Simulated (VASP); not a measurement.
Method: PBEsol GGA, VASP's PBE PAW potentials (set 64) (plane waves; VASP).

VASP input:

### KPOINTS
```
Automatic mesh
0
Gamma
 9 9 9
0 0 0
```

POSCAR:
```
LaSi3Ir
1.0
 -2.1679220000   2.1679220000   4.9928000000
  2.1679220000  -2.1679220000   4.9928000000
  2.1679220000   2.1679220000  -4.9928000000
La Si Ir
1 3 1
Cartesian
  0.0087822520  -0.0220022404   0.0597987656
  2.0836418643   0.0014698511   2.3253666432
  0.0893574090   2.1754360177   2.4139688720
  0.0069698692  -0.0328114995   5.8456750888
 -0.0208293946   0.0458255352   3.4398894160
```

INCAR:
```
# general
SYSTEM =LaSi3Ir
PREC   =Accurate
ENCUT  =300
LREAL  =F   # projection in real space or not
LASPH  =T   # aspherical one-centre terms

# electronic loop
EDIFF  =1E-6   # SCF stop (eV)
NELM   =100   # most electronic steps
ALGO   =Normal   # blocked Davidson
LMAXMIX=6   # l cut-off of mixed one-centre charges

# smearing
ISMEAR =0
SIGMA  =0.1   # width (eV)

# functional
GGA    =PS   # PBEsol

# ions
ISIF   =2   # forces and stress, cell fixed

# output
LWAVE  =F
LCHARG =F
```

POTCAR, in this order: La Si Ir (PBE.64 set). Program: vasp_std.

What VASP printed:

**OUTCAR**
```
 ion  position               nearest neighbor table
   1  0.001  0.008  0.997-   2 3.07   4 3.16   4 3.16   4 3.17   4 3.18   3 3.18   2 3.20   3 3.22
                             3 3.36   5 3.38   5 3.40   5 3.44   5 3.49   5 3.53
   2  0.233  0.713  0.481-   5 2.38   5 2.49   4 2.59   4 2.65   3 2.94   3 2.95   1 3.07   1 3.20
  LATTYP: Found a body centered tetragonal cell.
 ALAT       =     4.3358440000
 C/A-ratio  =     2.3030348878
 Subroutine PRICEL returns:
 Original cell was already a primitive cell.
 Subroutine GETGRP returns: Found  1 space group operations
The static configuration has the point symmetry C_1 .
The dynamic configuration has the point symmetry C_1 .
 Subroutine INISYM returns: Found  1 space group operations
 Subroutine IBZKPT returns following result:
 Found    365 irreducible k-points:

 Following reciprocal coordinates:
            Coordinates               Weight
  0.000000  0.000000  0.000000      1.000000
  0.111111 -0.000000  0.000000      2.000000
 -0.000000  0.111111  0.000000      2.000000
 -0.000000  0.111111 -0.111111      2.000000
  0.111111 -0.000000 -0.111111      2.000000
  0.222222 -0.000000  0.000000      2.000000
 -0.000000  0.222222  0.000000      2.000000
...
```

OSZICAR:
```
       N       E                     dE             d eps       ncg     rms          rms(c)
DAV:   1     0.193762112197E+03    0.19376E+03   -0.85013E+03 14624   0.125E+03
DAV:   2     0.956114271165E+01   -0.18420E+03   -0.17454E+03 17928   0.278E+02
DAV:   3    -0.340411937632E+02   -0.43602E+02   -0.41847E+02 21308   0.114E+02
DAV:   4    -0.377136744062E+02   -0.36725E+01   -0.34922E+01 26780   0.364E+01
DAV:   5    -0.379938298717E+02   -0.28016E+00   -0.25632E+00 22472   0.941E+00    0.153E+01
DAV:   6    -0.373788006615E+02    0.61503E+00   -0.15357E+01 25160   0.313E+01    0.477E+00
DAV:   7    -0.368800290655E+02    0.49877E+00   -0.48016E+00 25004   0.205E+01    0.408E+00
DAV:   8    -0.368203373176E+02    0.59692E-01   -0.40326E-01 22288   0.466E+00    0.942E-01
DAV:   9    -0.368074448961E+02    0.12892E-01   -0.13134E-01 24896   0.328E+00    0.426E-01
DAV:  10    -0.368063789472E+02    0.10659E-02   -0.10442E-02 21048   0.927E-01    0.118E-01
DAV:  11    -0.368065063376E+02   -0.12739E-03   -0.20508E-03 26132   0.362E-01    0.701E-02
DAV:  12    -0.368065392204E+02   -0.32883E-04   -0.20404E-04 25712   0.101E-01    0.198E-02
DAV:  13    -0.368065415453E+02   -0.23249E-05   -0.27682E-05 22520   0.339E-02    0.113E-02
DAV:  14    -0.368065443213E+02   -0.27760E-05   -0.17841E-05 25136   0.274E-02    0.484E-03
DAV:  15    -0.368065443143E+02    0.70379E-08   -0.15147E-06 14800   0.128E-02
   1 F= -.36806544E+02 E0= -.36802614E+02  d E =-.786157E-02
```

OUTCAR:
```
------------------------ aborting loop because EDIFF is reached ----------------------------------------
  FORCE on cell =-STRESS in cart. coord.  units (eV):
  Direction    XX          YY          ZZ          XY          YZ          ZX
  --------------------------------------------------------------------------------------
  Total       -4.0274784     -3.5932877     -3.7146295      0.0130771     -0.5212048     -0.0409662
  in kB      -68.7467760    -61.3353866    -63.4066225      0.2232186     -8.8966708     -0.6992696
  external PRESSURE =     -64.4962617 kB  Pullay stress =       0.0000000 kB
  volume of cell :       93.86
      direct lattice vectors                 reciprocal lattice vectors
    -2.167922000  2.167922000  4.992800000     0.000000000  0.230635604  0.100144208
     2.167922000 -2.167922000  4.992800000     0.230635604  0.000000000  0.100144208
     2.167922000  2.167922000 -4.992800000     0.230635604  0.230635604  0.000000000
 POSITION                                       TOTAL-FORCE (eV/Angst)
 -----------------------------------------------------------------------------------
      2.17670      2.14592     -4.93300        -0.160797      0.078200     -0.326310
      2.08364      0.00147      2.32537         0.880309     -0.024540      0.560815
      0.08936      2.17544      2.41397        -0.329016      0.313028     -0.106934
      2.17489      2.13511      0.85288        -0.010454      0.234349     -0.138184
     -0.02083      0.04583      3.43989        -0.380042     -0.601037      0.010612
 -----------------------------------------------------------------------------------
    total drift:                                0.000221     -0.000126      0.000422
  FREE ENERGIE OF THE ION-ELECTRON SYSTEM (eV)
  ---------------------------------------------------
  free  energy   TOTEN  =       -36.8065443143 eV

  energy  without entropy=      -36.7986827428  energy(sigma->0) =      -36.80261353
```
(Selected blocks of OUTCAR.)

At this cut-off the stress carries a Pulay error, which pulls relaxed volumes low.

The structure comes from a computed database's LaSi3Ir entry (I4mm); how it stands against other phases isn't given here. The cell was not relaxed at this level, atoms are displaced from their ideal sites.
